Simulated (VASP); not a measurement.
Calculation: r2SCAN+rVV10, VASP's PBE PAW potentials (set 64) (plane waves; VASP 6.6.1).

VASP ran on this input.

File KPOINTS_OPT:
```
k-points along high-symmetry lines
10
Line-mode
Reciprocal
  0.000000   0.000000   0.000000 ! GAMMA
  0.000000   0.500000   0.000000 ! X

  0.000000   0.500000   0.000000 ! X
  0.500000   0.500000   0.000000 ! M

  0.500000   0.500000   0.000000 ! M
  0.000000   0.000000   0.000000 ! GAMMA

  0.000000   0.000000   0.000000 ! GAMMA
  0.500000   0.500000   0.500000 ! R

  0.500000   0.500000   0.500000 ! R
  0.000000   0.500000   0.000000 ! X

  0.500000   0.500000   0.500000 ! R
  0.500000   0.500000   0.000000 ! M
```

File POSCAR:
```
DyAu
1
    3.5569577050     0.0000000000     0.0000000000
   -0.0000000000     3.5569577050     0.0000000000
    0.0000000000    -0.0000000000     3.5569577050
Dy Au
1 1
Direct
  0.5000000000   0.5000000000   0.5000000000
  0.0000000000   0.0000000000   0.0000000000
```

### INCAR
```
METAGGA=R2SCAN
LREAL=.FALSE.   ! projection in real space or not
NELM=100   ! most electronic steps
BPARAM=11.95
NEDOS=601   ! DOS grid
ISMEAR=-5
LMIXTAU=.TRUE.
SYSTEM=DyAu
EDIFF=1E-7   ! SCF stop (eV)
LCHARG=.FALSE.
PREC=Accurate
CPARAM=0.0093
LUSE_VDW=.TRUE.
ENCUT=400   ! plane-wave cut-off (eV)
ALGO=Normal   ! blocked Davidson
LORBIT=11   ! lm-projected
LASPH=.TRUE.
LMAXMIX=6   ! l cut-off of mixed one-centre charges
ISIF=2   ! forces and stress, cell fixed
LWAVE=.FALSE.
```

KPOINTS:
```
Regular mesh
0
gamma
 12 12 12
0 0 0
```

POTCAR, in this order: Dy_3 Au (PBE.64 set). Program: vasp_std.

Output

**OSZICAR**
```
       N       E                     dE             d eps       ncg     rms          rms(c)
DAV:   1     0.428311706845E+01    0.42831E+01   -0.86812E+03  2424   0.113E+03
DAV:   2    -0.853740068231E+02   -0.89657E+02   -0.87186E+02  2496   0.302E+02
DAV:   3    -0.897321089008E+02   -0.43581E+01   -0.41968E+01  3162   0.470E+01
DAV:   4    -0.898025211557E+02   -0.70412E-01   -0.70350E-01  2540   0.733E+00
DAV:   5    -0.898045820138E+02   -0.20609E-02   -0.20616E-02  3278   0.116E+00    0.333E+01
DAV:   6    -0.841120496996E+02    0.56925E+01   -0.91734E+00  2352   0.281E+01    0.137E+01
DAV:   7    -0.838749472362E+02    0.23710E+00   -0.96680E-01  2868   0.107E+01    0.598E+00
DAV:   8    -0.840045284616E+02   -0.12958E+00   -0.25380E-01  2370   0.422E+00    0.300E+00
DAV:   9    -0.839848538948E+02    0.19675E-01   -0.10927E-01  2544   0.337E+00    0.484E-01
DAV:  10    -0.840067727266E+02   -0.21919E-01   -0.42160E-02  2418   0.201E+00    0.243E-01
DAV:  11    -0.840152833865E+02   -0.85107E-02   -0.42071E-03  2526   0.633E-01    0.123E-01
DAV:  12    -0.840160746852E+02   -0.79130E-03   -0.19931E-03  2430   0.411E-01    0.513E-02
DAV:  13    -0.840162253857E+02   -0.15070E-03   -0.51822E-04  2520   0.210E-01    0.377E-02
DAV:  14    -0.840163942385E+02   -0.16885E-03   -0.17277E-04  2604   0.131E-01    0.354E-02
DAV:  15    -0.840164085437E+02   -0.14305E-04   -0.84681E-06  2988   0.325E-02    0.116E-02
DAV:  16    -0.840164086562E+02   -0.11254E-06   -0.28223E-06  2538   0.167E-02    0.200E-03
DAV:  17    -0.840164096601E+02   -0.10039E-05   -0.56946E-07  2520   0.805E-03    0.672E-04
DAV:  18    -0.840164096077E+02    0.52415E-07   -0.30799E-08  1392   0.181E-03
   1 F= -.84016410E+02 E0= -.84016410E+02  d E =0.000000E+00
       N       E                     dE             ncg
```

File OUTCAR:
```
------------------------ aborting loop because EDIFF is reached ----------------------------------------
  FORCE on cell =-STRESS in cart. coord.  units (eV):
  Direction    XX          YY          ZZ          XY          YZ          ZX
  --------------------------------------------------------------------------------------
  Total        0.0366721      0.0366721      0.0366721      0.0000000      0.0000000      0.0000000
  in kB        1.3055988      1.3055988      1.3055988      0.0000000      0.0000000      0.0000000
  external PRESSURE =       1.3055988 kB  Pullay stress =       0.0000000 kB
  volume of cell :       45.00
      direct lattice vectors                 reciprocal lattice vectors
     3.556957705  0.000000000  0.000000000     0.281139132  0.000000000  0.000000000
     0.000000000  3.556957705  0.000000000     0.000000000  0.281139132  0.000000000
     0.000000000  0.000000000  3.556957705     0.000000000  0.000000000  0.281139132
 POSITION                                       TOTAL-FORCE (eV/Angst)
 -----------------------------------------------------------------------------------
      1.77848      1.77848      1.77848         0.000000      0.000000      0.000000
      0.00000      0.00000      0.00000         0.000000      0.000000      0.000000
 -----------------------------------------------------------------------------------
    total drift:                                0.000000      0.000000     -0.000000
  FREE ENERGIE OF THE ION-ELECTRON SYSTEM (eV)
  ---------------------------------------------------
  free  energy   TOTEN  =       -84.0164096077 eV

  energy  without entropy=      -84.0164096077  energy(sigma->0) =      -84.01640961

 total charge

# of ion       s       p       d       tot
------------------------------------------
    1        0.409   6.573   1.092   8.074
    2        0.766   0.393   8.619   9.778
--------------------------------------------------
tot          1.175   6.966   9.711  17.852
```
(Selected blocks of OUTCAR.)

**OUTCAR**
```
 val. band max:        6.3310107872   @ k =   0.2500   0.2500   0.0000

 cond. band min:       6.2048442816   @ k =   0.5000   0.5000   0.5000


 Fermi energy:         6.2728737705

 k-point     1 :       0.0000    0.0000    0.0000
  band No.  band energies     occupation
      1     -18.2264      2.00000
      2     -18.2264      2.00000
      3     -18.2264      2.00000
      4      -1.9094      2.00000
      5       0.1999      2.00000
      6       0.1999      2.00000
      7       1.5192      2.00000
      8       1.5192      2.00000
      9       1.5192      2.00000
     10       7.4308      0.00000
     11       7.4308      0.00000
     12      11.4692      0.00000
     13      11.4692      0.00000
     14      11.4692      0.00000

 k-point     2 :       0.0833    0.0000    0.0000
  band No.  band energies     occupation
      1     -18.2535      2.00000
      2     -18.2247      2.00000
      3     -18.2247      2.00000
      4      -1.7838      2.00000
      5       0.2281      2.00000
      6       0.2643      2.00000
      7       1.5073      2.00000
      8       1.5073      2.00000
      9       1.5307      2.00000
     10       7.3682      0.00000
     11       7.4261      0.00000
     12      10.6928      0.00000
     13      10.6928      0.00000
     14      11.4282      0.00000

 k-point     3 :       0.1667    0.0000    0.0000
  band No.  band energies     occupation
      1     -18.3266      2.00000
      2     -18.2200      2.00000
      3     -18.2200      2.00000
      4      -1.4194      2.00000
      5       0.3076      2.00000
      6       0.4475      2.00000
      7       1.4757      2.00000
      8       1.4757      2.00000
      9       1.5625      2.00000
     10       7.1952      0.00000
     11       7.2619      0.00000
     12       9.7354      0.00000
     13       9.7354      0.00000
     14      11.0619      0.00000

 k-point     4 :       0.2500    0.0000    0.0000
  band No.  band energies     occupation
...
```

The 4f electrons are frozen in the core of the lanthanide potential, so 4f levels, which can set the real gap, and their magnetism are missing. For a metal the tetrahedron method with Blöchl corrections gives inexact stress and forces. Unless said otherwise, spin-orbit coupling is left out, though it shifts the bands of the heavy elements here.

The structure comes from a measured DyAu entry (Pm-3m) of the Crystallography Open Database, whose conditions weren't checked. It was relaxed first.
